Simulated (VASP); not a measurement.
Energy against volume of HfC (rock salt). Computed with revTPSS meta-GGA, VASP's PBE PAW potentials (set 64) (plane waves; VASP 6.6.1).

```json
[
 {"V (Å³/atom)": "11.598", "E (eV/atom)": "7.22384"},
 {"V (Å³/atom)": "11.969", "E (eV/atom)": "7.19497"},
 {"V (Å³/atom)": "12.339", "E (eV/atom)": "7.18609"},
 {"V (Å³/atom)": "12.709", "E (eV/atom)": "7.19441"},
 {"V (Å³/atom)": "13.079", "E (eV/atom)": "7.21752"}
]
```

**Question.** Fit a third-order Birch-Murnaghan equation of state.

**Answer.** 
| Item | Result |
|---|---|
| volume per atom | 12.34 Å^3/atom |
| bulk modulus | 2480 kbar |
| pressure derivative of the bulk modulus | 4.02 |
| lattice constant a | 4.621 Å |

Measured: a 4.638 Å (computed value off by -0.4 %), as given by Guo-Xu Zhang et al., New Journal of Physics (2018), doi:10.1088/1367-2630/aac7f0. The calculation is for a static lattice, while the measured a holds thermal and zero-point effects, which are part of the difference.

The compound is HfC in the rock salt structure. It was relaxed first.
